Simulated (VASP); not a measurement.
## PbF2 (Fluorocronite): gap against volume and shear

How do the gap and the pressure of PbF2 (Fluorocronite) answer to a change of volume or shape? All runs use LDA. The start is a cell from a database of measured crystal structures.

Program: VASP 6.6.1. Level of theory: LDA; plane waves and PAW (Pb_d, F). Results are calculated unless marked as measured.

### 1. The starting structure

It takes space group Fm-3m (No. 225, cubic). Conventional cell: a = 5.940 Å, b = 5.940 Å, c = 5.940 Å, α = 90.00°, β = 90.00°, γ = 90.00°. Pb has 8 F at 2.57 Å nearest. Nearest to F lie 4 Pb at 2.57 Å. Farther neighbours and most contacts between anions are not listed.

As a file:

```cif
data_structure
_symmetry_space_group_name_H-M 'P 1'
_symmetry_Int_Tables_number 1
_cell_length_a 4.2000
_cell_length_b 4.2000
_cell_length_c 4.2000
_cell_angle_alpha 60.000
_cell_angle_beta 60.000
_cell_angle_gamma 60.000
_cell_volume 52.39
loop_
_atom_site_label
_atom_site_type_symbol
_atom_site_fract_x
_atom_site_fract_y
_atom_site_fract_z
_atom_site_occupancy
Pb1 Pb 0.00000 0.00000 0.00000 1
F2 F 0.25000 0.25000 0.25000 1
F3 F 0.75000 0.75000 0.75000 1
```

### 2. Reference run

A single point gives energy, forces and stress at these settings. LDA, the lowest rung, knows the local density alone.

INCAR reads:

```
SYSTEM = PbF2
PREC = Accurate
ENCUT = 520
EDIFF = 1E-06
NELM = 100
ISMEAR = -1
SIGMA = 0.05
LREAL = .FALSE.
ALGO = Normal
GGA = CA
NBANDS = 20
LORBIT = 11
LWAVE = .FALSE.
LCHARG = .FALSE.
KPAR = 4
ISIF = 2
```

POSCAR reads:

```
PbF2
1.0
    0.0000000000      2.9698500000      2.9698500000
    2.9698500000      0.0000000000      2.9698500000
    2.9698500000      2.9698500000      0.0000000000
Pb F
1 2
Direct
    0.0000000000      0.0000000000      0.0000000000
    0.2500000000      0.2500000000      0.2500000000
    0.7500000000      0.7500000000      0.7500000000
```

KPOINTS reads:

```
Automatic mesh
0
Gamma
7 7 7
0 0 0
```

PAW data sets: Pb_d and F (LDA family, release 64).

Run with:

```sh
mpirun -np 4 vasp_std
```

The log of the run:

```text
[banner, memory and clock lines left out]
running    4 mpi-ranks, on    1 nodes
 distrk:  each k-point on    1 cores,    4 groups
 distr:  one band on    1 cores,    1 groups

 POSCAR found type information on POSCAR PbF
 POSCAR found :  2 types and       3 ions
 LDA part: xc-table for (Slater(with rela. corr.)+CA(PZ))
 , standard interpolation
 POSCAR, INCAR and KPOINTS ok, starting setup
 FFT: planning ... GRIDC
 FFT: planning ... GRID_SOFT
 FFT: planning ... GRID
 WAVECAR not read
 entering main loop
       N       E                     dE             d eps       ncg     rms          rms(c)
DAV:   1     0.296913452206E+03    0.29691E+03   -0.14736E+04   804   0.158E+03
DAV:   2     0.918780776058E+01   -0.28773E+03   -0.27348E+03   868   0.430E+02
DAV:   3    -0.169679071814E+02   -0.26156E+02   -0.25839E+02   960   0.141E+02
DAV:   4    -0.177106900701E+02   -0.74278E+00   -0.74220E+00   912   0.249E+01
DAV:   5    -0.177364533375E+02   -0.25763E-01   -0.25759E-01   992   0.484E+00    0.752E+00
DAV:   6    -0.159831382043E+02    0.17533E+01   -0.86888E+00  1116   0.237E+01    0.272E+00
DAV:   7    -0.159407556952E+02    0.42383E-01   -0.43858E-01   844   0.426E+00    0.146E+00
DAV:   8    -0.159090747478E+02    0.31681E-01   -0.10577E-01   908   0.340E+00    0.486E-01
DAV:   9    -0.159063273036E+02    0.27474E-02   -0.17055E-02  1012   0.963E-01    0.902E-02
DAV:  10    -0.159066281292E+02   -0.30083E-03   -0.78270E-04   856   0.329E-01    0.326E-02
DAV:  11    -0.159065937577E+02    0.34372E-04   -0.83045E-05   960   0.963E-02    0.115E-02
DAV:  12    -0.159065952962E+02   -0.15385E-05   -0.38125E-05   988   0.681E-02    0.687E-03
DAV:  13    -0.159065943077E+02    0.98847E-06   -0.71071E-06  1016   0.298E-02
   1 F= -.15906594E+02 E0= -.15906594E+02  d E =-.370573E-10
```

The job ended after 5 s (4 MPI ranks of Intel Xeon Platinum 8259CL at 2.50GHz (Skylake/Cascade Lake), shared host; peak memory 0.61 GiB; 16 s of CPU time).

The logs omit lines about the potential files and the build; timing stands in the text.

From OUTCAR (step 2):

```text
ion  position               nearest neighbor table
   1  0.000  0.000  0.000-   3 2.57   3 2.57   3 2.57   2 2.57   2 2.57   2 2.57   3 2.57   2 2.57

  LATTYP: Found a face centered cubic cell.
 ALAT       =     5.9397000000

 Subroutine GETGRP returns: Found 48 space group operations
 (whereof 48 operations were pure point group operations)

The static configuration has the point symmetry O_h .

 Found     20 irreducible k-points:

   k-points           NKPTS =     20   k-points in BZ     NKDIM =     20   number of bands    NBANDS=     20

   dimension x,y,z NGX =    32 NGY =   32 NGZ =   32
   dimension x,y,z NGXF=    64 NGYF=   64 NGZF=   64

   ENCUT  =  520.0 eV  38.22 Ry    6.18 a.u.   7.81  7.81  7.81*2*pi/ulx,y,z

   NELECT =      28.0000    total number of electrons

 k-points in reciprocal lattice and weights: Automatic mesh
   0.00000000  0.00000000  0.00000000       0.003
   0.14285714  0.00000000  0.00000000       0.023
   0.28571429  0.00000000  0.00000000       0.023
   0.42857143  0.00000000  0.00000000       0.023
   0.14285714  0.14285714  0.00000000       0.017
   0.28571429  0.14285714  0.00000000       0.070
   0.42857143  0.14285714  0.00000000       0.070
  -0.42857143  0.14285714  0.00000000       0.070
  -0.28571429  0.14285714  0.00000000       0.070
[...]
-0.42857143  0.42857143  0.14285714       0.070
  -0.28571429  0.42857143  0.14285714       0.070

 average (electrostatic) potential at core
       1 -93.3533       2 -75.3053       3 -75.3053

 E-fermi :   2.5889

 k-point     1 :       0.0000    0.0000    0.0000
  band No.  band energies     occupation
    ...
     10      -1.0365      2.00000
     11      -1.0365      2.00000
     12      -0.5329      2.00000
     13      -0.5329      2.00000
     14      -0.5329      2.00000
     15       7.9942      0.00000
     16       7.9942      0.00000
     17       7.9942      0.00000
     18      11.6717      0.00000
     19      16.2448      0.00000
    ...

 k-point     2 :       0.1429    0.0000    0.0000
  band No.  band energies     occupation
    ...
     10      -1.0786      2.00000
     11      -1.0786      2.00000
     12      -0.5654      2.00000
     13      -0.5654      2.00000
     14      -0.0258      2.00000
     15       7.3284      0.00000
     16       8.1623      0.00000
     17       8.1623      0.00000
     18      12.8054      0.00000
     19      15.7260      0.00000
    ...

 k-point     3 :       0.2857    0.0000    0.0000
  band No.  band energies     occupation
    ...
     10      -1.1705      2.00000
     11      -1.1705      2.00000
     12      -0.6380      2.00000
     13      -0.6380      2.00000
     14       0.7873      2.00000
     15       6.5755      0.00000
     16       8.5473      0.00000
     17       8.5473      0.00000
     18      14.1111      0.00000
     19      15.1234      0.00000
    ...

  Total       -1.6137755     -1.6137755     -1.6137755      0.0000000      0.0000000     -0.0000000
  in kB      -49.3537508    -49.3537508    -49.3537508      0.0000000      0.0000000     -0.0000000
  external PRESSURE =     -49.3537508 kB  Pullay stress =       0.0000000 kB

  energy-cutoff  :      520.00
  volume of cell :       52.39
      direct lattice vectors                 reciprocal lattice vectors
     0.000000000  2.969850000  2.969850000    -0.168358671  0.168358671  0.168358671
     2.969850000  0.000000000  2.969850000     0.168358671 -0.168358671  0.168358671
     2.969850000  2.969850000  0.000000000     0.168358671  0.168358671 -0.168358671

 POSITION                                       TOTAL-FORCE (eV/Angst)
 -----------------------------------------------------------------------------------
      0.00000      0.00000      0.00000        -0.000000     -0.000000     -0.000000
      1.48493      1.48493      1.48493         0.000000     -0.000000     -0.000000
      4.45477      4.45477      4.45477         0.000000      0.000000      0.000000
 -----------------------------------------------------------------------------------
    total drift:                                0.000000     -0.000000      0.000000

  FREE ENERGIE OF THE ION-ELECTRON SYSTEM (eV)
  ---------------------------------------------------
  free  energy   TOTEN  =       -15.9065943077 eV

  energy  without entropy=      -15.9065943077  energy(sigma->0) =      -15.90659431

 total charge
# of ion       s       p       d       tot
------------------------------------------
    1        1.542   0.295   9.859  11.696
    2        1.733   4.296   0.000   6.029
    3        1.733   4.296   0.000   6.029
--------------------------------------------------
tot          5.008   8.888   9.859  23.755

[... 3 further parts left out ...]
```

The gap is read on the k-mesh alone, so it is an upper bound where the band edges lie off the mesh. At this level the cell is under a tension of 4.9 GPa, so at these settings it is away from equilibrium.

Numbers from this step:

- SCF cycles: 13
- electrons: 28
- bands: 20
- irreducible k-points: 20
- symmetry operations: 48
- free energy (TOTEN): -15.91 eV
- Fermi energy: 2.589 eV
- pressure: -4.935 GPa
- metallic: no
- valence top at k: -0.2857, 0.4286, 0.1429
- conduction bottom at k: 0.4286, 0.4286, 0
- least direct gap at k: 0.4286, 0.4286, 0
- gap on the k-mesh: 4.258 eV
- least direct gap on the k-mesh: 4.483 eV

The pressure is -4.94 GPa and the largest force 0.000 eV/Å, so the cell is not at a minimum at these settings.

### 3. Bands, cell as listed

The mesh alone shows little of the dispersion and can miss band extrema, so KPOINTS_OPT adds a path through the symmetry points after the self-consistent cycle.

Edit INCAR of step 2 so:

```diff
@@ -10,3 +10,3 @@
 GGA = CA
-NBANDS = 20
+NBANDS = 27
 LORBIT = 11
@@ -15,2 +15 @@
 KPAR = 4
-ISIF = 2
```

POSCAR is that of step 2.

KPOINTS is that of step 2.

KPOINTS_OPT reads:

```
Line mode
16
Line-mode
Reciprocal
  0.00000000   0.00000000   0.00000000 GAMMA
  0.50000000   0.00000000   0.50000000 X

  0.50000000   0.00000000   0.50000000 X
  0.50000000   0.25000000   0.75000000 W

  0.50000000   0.25000000   0.75000000 W
  0.37500000   0.37500000   0.75000000 K

  0.37500000   0.37500000   0.75000000 K
  0.00000000   0.00000000   0.00000000 GAMMA

  0.00000000   0.00000000   0.00000000 GAMMA
  0.50000000   0.50000000   0.50000000 L

  0.50000000   0.50000000   0.50000000 L
  0.62500000   0.25000000   0.62500000 U

  0.62500000   0.25000000   0.62500000 U
  0.50000000   0.25000000   0.75000000 W

  0.50000000   0.25000000   0.75000000 W
  0.50000000   0.50000000   0.50000000 L

  0.50000000   0.50000000   0.50000000 L
  0.37500000   0.37500000   0.75000000 K

  0.62500000   0.25000000   0.62500000 U
  0.50000000   0.00000000   0.50000000 X
```

Run with:

```sh
mpirun -np 4 vasp_std
```

The log of the run:

```text
[... set-up lines as in an earlier step ...]
 entering main loop
       N       E                     dE             d eps       ncg     rms          rms(c)
DAV:   1     0.294066976878E+03    0.29407E+03   -0.13749E+04  1088   0.118E+03
DAV:   2     0.965031852645E+01   -0.28442E+03   -0.26026E+03  1166   0.361E+02
DAV:   3    -0.170024127327E+02   -0.26653E+02   -0.26331E+02  1248   0.114E+02
DAV:   4    -0.177166545507E+02   -0.71424E+00   -0.71353E+00  1322   0.191E+01
DAV:   5    -0.177367750467E+02   -0.20120E-01   -0.20118E-01  1365   0.338E+00    0.753E+00
DAV:   6    -0.159865596450E+02    0.17502E+01   -0.67154E+00  1547   0.176E+01    0.272E+00
DAV:   7    -0.159422425152E+02    0.44317E-01   -0.38561E-01  1184   0.317E+00    0.148E+00
DAV:   8    -0.159097539857E+02    0.32489E-01   -0.11215E-01  1289   0.261E+00    0.547E-01
DAV:   9    -0.159063348241E+02    0.34192E-02   -0.13819E-02  1260   0.699E-01    0.950E-02
DAV:  10    -0.159066514675E+02   -0.31664E-03   -0.68396E-04  1170   0.257E-01    0.411E-02
DAV:  11    -0.159065983920E+02    0.53076E-04   -0.83624E-05  1307   0.783E-02    0.159E-02
DAV:  12    -0.159065941314E+02    0.42605E-05   -0.18934E-05  1354   0.423E-02    0.576E-03
DAV:  13    -0.159065944098E+02   -0.27835E-06   -0.24414E-06  1173   0.935E-03
   1 F= -.15906594E+02 E0= -.15906594E+02  d E =-.576833E-10
 Start KPOINTS_OPT (optional k-point list driver)
k-point batch [1-20\160]
       N       E                     dE             ncg
DAV:   1     0.152860026089E+04   -0.10881E+05     1096
DAV:   2    -0.387825857544E+04   -0.54069E+04     1161
DAV:   3    -0.439196487637E+04   -0.51371E+03     1236
DAV:   4    -0.440560983452E+04   -0.13645E+02     1338
DAV:   5    -0.440602185658E+04   -0.41202E+00     1432
DAV:   6    -0.440603565057E+04   -0.13794E-01     1360
DAV:   7    -0.440603636555E+04   -0.71497E-03     1534
DAV:   8    -0.440603637945E+04   -0.13907E-04     1120
DAV:   9    -0.440603637977E+04   -0.32127E-06      862
[...]
k-point batch [141-160\160]
       N       E                     dE             ncg
DAV:   1     0.158493522051E+04   -0.18047E+05     1099
DAV:   2    -0.383980097525E+04   -0.54247E+04     1113
DAV:   3    -0.439238711831E+04   -0.55259E+03     1292
DAV:   4    -0.440751520590E+04   -0.15128E+02     1384
DAV:   5    -0.440795821065E+04   -0.44300E+00     1485
DAV:   6    -0.440797726869E+04   -0.19058E-01     1484
DAV:   7    -0.440797823949E+04   -0.97080E-03     1621
DAV:   8    -0.440797824977E+04   -0.10286E-04     1165
DAV:   9    -0.440797824999E+04   -0.22072E-06     1100
```

Wall time 28 s (4 MPI ranks); peak memory 0.73 GiB.

Parts of OUTCAR (step 3):

```text
The static configuration has the point symmetry O_h .

 Found     20 irreducible k-points:

   k-points           NKPTS =     20   k-points in BZ     NKDIM =     20   number of bands    NBANDS=     27

   NELECT =      28.0000    total number of electrons

 E-fermi :   2.5661

 k-point     1 :       0.0000    0.0000    0.0000
  band No.  band energies     occupation
    ...
     10      -1.0363      2.00000
     11      -1.0363      2.00000
     12      -0.5326      2.00000
     13      -0.5326      2.00000
     14      -0.5326      2.00000
     15       7.9942      0.00000
     16       7.9942      0.00000
     17       7.9942      0.00000
     18      11.6716      0.00000
     19      16.2447      0.00000
    ...

 k-point     2 :       0.1429    0.0000    0.0000
  band No.  band energies     occupation
    ...
     10      -1.0783      2.00000
     11      -1.0783      2.00000
     12      -0.5651      2.00000
     13      -0.5651      2.00000
     14      -0.0255      2.00000
     15       7.3285      0.00000
     16       8.1623      0.00000
     17       8.1623      0.00000
     18      12.8053      0.00000
     19      15.7260      0.00000
    ...

  Total       -1.6236553     -1.6236553     -1.6236553     -0.0000000     -0.0000000      0.0000000
  in kB      -49.6559021    -49.6559021    -49.6559021     -0.0000000     -0.0000000      0.0000000
  external PRESSURE =     -49.6559021 kB  Pullay stress =       0.0000000 kB

 POSITION                                       TOTAL-FORCE (eV/Angst)
 -----------------------------------------------------------------------------------
      0.00000      0.00000      0.00000         0.000000      0.000000      0.000000
      1.48493      1.48493      1.48493         0.000000      0.000000     -0.000000
      4.45477      4.45477      4.45477        -0.000000     -0.000000      0.000000
 -----------------------------------------------------------------------------------
    total drift:                                0.000000     -0.000000      0.000000

  FREE ENERGIE OF THE ION-ELECTRON SYSTEM (eV)
  ---------------------------------------------------
  free  energy   TOTEN  =       -15.9065944098 eV

  energy  without entropy=      -15.9065944097  energy(sigma->0) =      -15.90659441

[... 8 parts as in an earlier step ...]

[... 5 further parts left out ...]
```

Spin-orbit coupling is off here; with elements this heavy it splits and shifts levels by tenths of an eV or more. At this level the cell is under a tension of 5.0 GPa, so at these settings it is away from equilibrium.

This step gave:

```
bands                             : 27
Fermi energy                      : 2.566 eV
pressure                          : -4.966 GPa
least gap on mesh and path        : 4.222 eV
least direct gap on mesh and path : 4.379 eV
valence top at k                  : 0.5, 0.25, 0.75
conduction bottom at k            : 0.5, 0, 0.5
least direct gap at k             : 0.5, 0, 0.5
```

The electronic bands at the labelled points (eV, zero at the valence-band top; v1 is the highest filled band, c1 the lowest empty one):

```tsv
point	v4	v3	v2	v1	c1	c2	c3	c4
Γ	-2.46	-1.96	-1.96	-1.96	6.57	6.57	6.57	10.24
0.53 of the way	-1.97	-1.69	-1.69	-0.88	4.74	7.25	7.25	10.62
X	-1.53	-1.53	-1.53	-0.16	4.22	7.72	7.72	8.56
0.47 of the way	-1.87	-1.57	-1.49	-0.09	4.66	7.18	7.45	9.13
W	-2.68	-1.59	-1.47	0.00	5.88	5.88	7.26	9.81
0.47 of the way	-2.32	-1.61	-1.50	-0.02	5.37	6.34	7.42	9.68
K	-2.06	-1.68	-1.54	-0.03	5.13	6.47	7.71	9.46
0.47 of the way	-2.51	-2.17	-1.68	-0.53	5.18	6.85	7.24	11.98
Γ	-2.46	-1.96	-1.96	-1.96	6.57	6.57	6.57	10.24
0.47 of the way	-2.56	-2.04	-2.04	-0.93	5.37	6.97	6.97	12.35
L	-2.68	-2.13	-2.13	-0.02	4.82	7.48	7.48	12.81
0.47 of the way	-2.53	-1.93	-1.80	-0.03	5.11	6.81	7.57	10.90
U	-2.06	-1.68	-1.54	-0.03	5.13	6.47	7.71	9.46
0.47 of the way	-2.27	-1.62	-1.51	-0.02	5.31	6.37	7.47	9.64
W	-2.68	-1.59	-1.47	0.00	5.88	5.88	7.26	9.81
0.47 of the way	-2.69	-1.75	-1.73	-0.03	5.30	6.50	7.54	10.46
L	-2.68	-2.13	-2.13	-0.02	4.82	7.48	7.48	12.81
0.53 of the way	-2.47	-1.89	-1.75	-0.03	5.18	6.66	7.59	10.65
K	-2.06	-1.68	-1.54	-0.03	5.13	6.47	7.71	9.46
jump to U	-2.06	-1.68	-1.54	-0.03	5.13	6.47	7.71	9.46
0.47 of the way	-1.71	-1.58	-1.53	-0.11	4.52	7.21	7.72	8.91
X	-1.53	-1.53	-1.53	-0.16	4.22	7.72	7.72	8.56
```

Of the projections kept (Pb, F), the largest for each band there; the rest of the weight can lie on other orbitals:

```tsv
point	v4	v3	v2	v1	c1	c2	c3	c4
Γ	F 0.96	F 0.97	F 0.97	F 0.97	Pb 0.95	Pb 0.95	Pb 0.95	Pb 0.89
X	F 1.00	F 0.99	F 0.99	F 0.60	Pb 0.85	Pb 0.65	Pb 0.65	F 0.66
W	F 0.93	F 1.00	F 0.99	F 0.63	Pb 0.68	Pb 0.68	Pb 0.51	Pb 1.00
K	F 0.96	F 0.98	F 1.00	F 0.63	Pb 0.73	Pb 0.55	Pb 0.69	Pb 0.78
Γ	F 0.96	F 0.97	F 0.97	F 0.97	Pb 0.95	Pb 0.95	Pb 0.95	Pb 0.89
L	F 0.93	F 0.97	F 0.97	F 0.72	Pb 0.50	Pb 0.80	Pb 0.80	Pb 0.93
```

The path lowers the gap by 0.04 eV against the mesh alone, so a band edge lies off the mesh.

(Part 1 of 4 ends here.)

[Lines on the potential files, build, host, timing and source positions are cut from VASP's logs without a mark.]

[Logs are printed without paths, hosts, clocks, repeated set-up lines and the standing remarks that a program may print on its own settings, such as how far it seeks lower states.]

[Hosts, paths, dates, database ids (printed as entryN), source tags and the programs' standing remarks are cut or masked in the printed files.]

[A measured line is paired with the nearest computed mode of its activity, which favours agreement.]
